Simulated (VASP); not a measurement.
# Lattice vibrations of Y3Hg

Aim: the phonon dispersion and thermal properties of Y3Hg. The cell is invented: it takes the structure of a Materials Project entry for Tb3Hg (space group 221 there), with some of its atoms replaced by other elements, volume scaled by an estimate. It may not be a known or stable phase.

Main program and level: VASP 6.6.1; PBEsol; plane waves and PAW (Hg, Y_sv); invented cell.

This is a report of a sequence of runs, with most program output left out.

**1. Starting point**

Symmetry: Pm-3m, No. 221, cubic system. Conventional cell: a = 4.855 Å, b = 4.855 Å, c = 4.855 Å, α = 90.00°, β = 90.00°, γ = 90.00°. Nearest to Hg lie 12 Y at 3.43 Å. Nearest to Y lie 4 Hg at 3.43 Å and 8 Y at 3.43 Å. It derives from Tb3Hg. It takes the structure of a Materials Project entry for Tb3Hg (space group 221 there), with some of its atoms replaced by other elements, volume scaled by an estimate. Farther neighbours are not listed.

As a file:

```cif
data_structure
_symmetry_space_group_name_H-M 'Pm-3m'
_symmetry_Int_Tables_number 221
_cell_length_a 4.8547
_cell_length_b 4.8547
_cell_length_c 4.8547
_cell_angle_alpha 90.000
_cell_angle_beta 90.000
_cell_angle_gamma 90.000
_cell_volume 114.42
loop_
_atom_site_label
_atom_site_type_symbol
_atom_site_symmetry_multiplicity
_atom_site_Wyckoff_symbol
_atom_site_fract_x
_atom_site_fract_y
_atom_site_fract_z
_atom_site_occupancy
Hg1 Hg 1 a 0.00000 0.00000 0.00000 1
Y1 Y 3 c 0.50000 0.00000 0.50000 1
```

**2. Relax the host**

Cell and atoms are relaxed first, so that later runs start from this functional's own cell.

The input, INCAR:

```
SYSTEM = Y3Hg
PREC = Accurate
ENCUT = 350
EDIFF = 1E-06
NELM = 120
ISMEAR = 0
SIGMA = 0.05
LREAL = .FALSE.
ALGO = Normal
GGA = PS
NBANDS = 28
LORBIT = 11
LWAVE = .FALSE.
LCHARG = .FALSE.
KPAR = 4
IBRION = 2
NSW = 40
ISIF = 3
EDIFFG = -0.02
POTIM = 0.4
```

The input, POSCAR:

```
Y3Hg
1.0
    4.8547460000      0.0000000000      0.0000000000
    0.0000000000      4.8547460000      0.0000000000
    0.0000000000      0.0000000000      4.8547460000
Hg Y
1 3
Direct
    0.0000000000      0.0000000000      0.0000000000
    0.5000000000      0.0000000000      0.5000000000
    0.5000000000      0.5000000000      0.0000000000
    0.0000000000      0.5000000000      0.5000000000
```

The input, KPOINTS:

```
Automatic mesh
0
Gamma
4 4 4
0 0 0
```

Potentials, in the order of the species: Hg and Y_sv (PBE family, release 64).

Started as:

```console
mpirun -np 4 vasp_std
```

Wall time 7.8 s (4 MPI ranks of Intel Xeon 6975P-C (Granite Rapids), shared host); peak memory 0.73 GiB.

This run has no spin polarisation. Its electron count is odd, so without a moment it is a metal by construction. The k-mesh is coarse for a metal. The PAW data sets were made with PBE, which is usual practice but a small mismatch for other functionals. The run keeps the 48 symmetry operations of its start, so it cannot find a distortion of lower symmetry.

Relaxation path:

```
step  energy less that of the first step (eV)  largest force (eV/Å)  pressure (GPa)  volume (Å³)
   1                                   0.0000                0.0000           -3.50       114.42
   2                                  -0.0908                0.0000            0.10       106.33
```

```csv
"conventional cell, symmetrised",before,after,change
a (Å),4.855,4.738,-2.4 %
b (Å),4.855,4.738,-2.4 %
c (Å),4.855,4.738,-2.4 %
volume (Å³/atom),28.60,26.58,-7.1 %
```

The relaxed structure:

```xyz
4
Lattice="4.7376 0.0000 0.0000 0.0000 4.7376 0.0000 0.0000 0.0000 4.7376" Properties=species:S:1:pos:R:3 pbc="T T T"
Hg    0.0000    0.0000    0.0000
Y     2.3688    0.0000    2.3688
Y     2.3688    2.3688    0.0000
Y     0.0000    2.3688    2.3688
```

This step gave:

```
electronic cycles                               : 22
electrons                                       : 45
free energy (TOTEN)                             : -21.99 eV
energy at zero smearing                         : -21.98 eV
Fermi energy                                    : 3.683 eV
pressure                                        : 0.09522 GPa
labelled metallic, from the levels on this mesh : yes
```

The run ended after 2 ionic steps, 0.091 eV below its first step, once forces and stress met EDIFFG = -0.02.

**3. Relax the host again, on a new basis**

The volume changed by more than 5 %, so the plane waves of the start no longer fit; a second relaxation removes that error.

INCAR, as its differences from that of step 2:

```diff
@@ -16,3 +16,3 @@
 IBRION = 2
-NSW = 40
+NSW = 30
 ISIF = 3
```

The input, POSCAR:

```
Y3Hg
1.0
    4.7375615556      0.0000000000      0.0000000000
    0.0000000000      4.7375615556      0.0000000000
    0.0000000000      0.0000000000      4.7375615556
Hg Y
1 3
Direct
    0.0000000000      0.0000000000      0.0000000000
    0.5000000000      0.0000000000      0.5000000000
    0.5000000000      0.5000000000      0.0000000000
    0.0000000000      0.5000000000      0.5000000000
```

KPOINTS is that of step 2.

Started as:

```console
mpirun -np 4 vasp_std
```

Wall time 5 s (4 MPI ranks); peak memory 0.67 GiB.

Little changed from the start: no atom moved by 0.005 Å and no cell edge by 0.1 %.

This step gave:

```yaml
electronic_cycles: 13
free_energy_toten: -21.98 eV
energy_at_zero_smearing: -21.97 eV
pressure: 0.01303 GPa
```

The start already met the threshold, so nothing moved.

**4. Tight relaxation**

Force constants are second derivatives, so residual forces and stress must first be far smaller than in an ordinary relaxation. Smearing and mesh differ from the relaxation before, which can move the cell too.

The input, INCAR:

```
SYSTEM = Y3Hg
PREC = Accurate
ENCUT = 350
EDIFF = 1E-08
NELM = 120
ISMEAR = 1
SIGMA = 0.2
LREAL = .FALSE.
ALGO = Fast
GGA = PS
NBANDS = 28
LORBIT = 11
LWAVE = .FALSE.
LCHARG = .FALSE.
KPAR = 4
IBRION = 1
NSW = 30
ISIF = 3
EDIFFG = -0.002
POTIM = 0.4
```

POSCAR is that of step 3.

The input, KPOINTS:

```
Automatic mesh
0
Gamma
7 7 7
0 0 0
```

Started as:

```console
mpirun -np 4 vasp_std
```

Wall time 19 s (4 MPI ranks); peak memory 0.73 GiB; 70 s of CPU time.

Relaxation path:

| step | energy less that of the first step (eV) | largest force (eV/Å) | pressure (GPa) | volume (Å³) |
| --- | --- | --- | --- | --- |
| 1 | 0.0000 | 0.0000 | -0.23 | 106.33 |
| 2 | -0.0003 | 0.0000 | 0.01 | 105.86 |

```
conventional cell, symmetrised  before  after  change
                         a (Å)   4.738  4.730  -0.1 %
                         b (Å)   4.738  4.730  -0.1 %
                         c (Å)   4.738  4.730  -0.1 %
              volume (Å³/atom)   26.58  26.46  -0.4 %
```

The relaxed structure:

```xyz
4
Lattice="4.7305 0.0000 0.0000 0.0000 4.7305 0.0000 0.0000 0.0000 4.7305" Properties=species:S:1:pos:R:3 pbc="T T T"
Hg    0.0000    0.0000    0.0000
Y     2.3652    0.0000    2.3652
Y     2.3652    2.3652    0.0000
Y     0.0000    2.3652    2.3652
```

Numbers from this step:

| Item | Value |
| --- | --- |
| electronic cycles | 50 |
| free energy (TOTEN) | -21.94 eV |
| energy at zero smearing | -21.93 eV |
| Fermi energy | 3.695 eV |
| pressure | 0.01022 GPa |

The run ended after 2 ionic steps, 0.000 eV below its first step, once forces and stress met EDIFFG = -0.002.

**5. Force constants in the supercell**

System of this step: Y3Hg. Symmetry: Pm-3m, No. 221, cubic system. Conventional cell: a = 4.730 Å, b = 4.730 Å, c = 4.730 Å, α = 90.00°, β = 90.00°, γ = 90.00°. Hg has 12 Y at 3.34 Å nearest. Nearest to Y lie 8 Y at 3.34 Å and 4 Hg at 3.34 Å. it takes the structure of a Materials Project entry for Tb3Hg (space group 221 there), with some of its atoms replaced by other elements, volume scaled by an estimate. Farther neighbours are not listed.

Each independent atom is moved by 0.015 Å both ways; the forces give the force constants out to half the supercell.

The input, INCAR:

```
SYSTEM = Y3Hg
PREC = Accurate
ENCUT = 350
EDIFF = 1E-07
NELM = 120
ISMEAR = 1
SIGMA = 0.2
LREAL = .FALSE.
ALGO = Fast
GGA = PS
LWAVE = .FALSE.
LCHARG = .FALSE.
KPAR = 4
IBRION = 6
NSW = 1
NFREE = 2
POTIM = 0.015
ISIF = 0
ADDGRID = .TRUE.
```

The input, POSCAR:

```
Y3Hg
1.0
    9.4609817546      0.0000000000      0.0000000000
    0.0000000000      9.4609817546      0.0000000000
    0.0000000000      0.0000000000      9.4609817546
Hg Y
8 24
Direct
    0.0000000000      0.0000000000      0.0000000000
    0.0000000000      0.0000000000      0.5000000000
    0.0000000000      0.5000000000      0.0000000000
    0.0000000000      0.5000000000      0.5000000000
    0.5000000000      0.0000000000      0.0000000000
    0.5000000000      0.0000000000      0.5000000000
    0.5000000000      0.5000000000      0.0000000000
    0.5000000000      0.5000000000      0.5000000000
    0.2500000000      0.0000000000      0.2500000000
    0.2500000000      0.0000000000      0.7500000000
    0.2500000000      0.5000000000      0.2500000000
    0.2500000000      0.5000000000      0.7500000000
    0.7500000000      0.0000000000      0.2500000000
    0.7500000000      0.0000000000      0.7500000000
    0.7500000000      0.5000000000      0.2500000000
    0.7500000000      0.5000000000      0.7500000000
    0.2500000000      0.2500000000      0.0000000000
    0.2500000000      0.2500000000      0.5000000000
    0.2500000000      0.7500000000      0.0000000000
    0.2500000000      0.7500000000      0.5000000000
    0.7500000000      0.2500000000      0.0000000000
    0.7500000000      0.2500000000      0.5000000000
    0.7500000000      0.7500000000      0.0000000000
    0.7500000000      0.7500000000      0.5000000000
    0.0000000000      0.2500000000      0.2500000000
    0.0000000000      0.2500000000      0.7500000000
    0.0000000000      0.7500000000      0.2500000000
    0.0000000000      0.7500000000      0.7500000000
    0.5000000000      0.2500000000      0.2500000000
    0.5000000000      0.2500000000      0.7500000000
    0.5000000000      0.7500000000      0.2500000000
    0.5000000000      0.7500000000      0.7500000000
```

The input, KPOINTS:

```
Automatic mesh
0
Gamma
4 4 4
0 0 0
```

Started as:

```console
mpirun -np 4 vasp_std
```

Elapsed: 2.3 h, on 4 MPI ranks.

The run was stopped at its time limit, so it gives no result of its own.

**6. Outcome**

* result: none

In words: The session ends without its result: «force constants in the supercell» met its time limit.

[Lines on the potential files, build, host, timing and source positions are cut from VASP's logs without a mark.]

[Logs are printed without paths, hosts, clocks, repeated set-up lines and the standing remarks that a program may print on its own settings, such as how far it seeks lower states.]

[Hosts, paths, dates, database ids (printed as entryN), source tags and the programs' standing remarks are cut or masked in the printed files.]

[Runs that stopped without an error message from VASP are left out.]
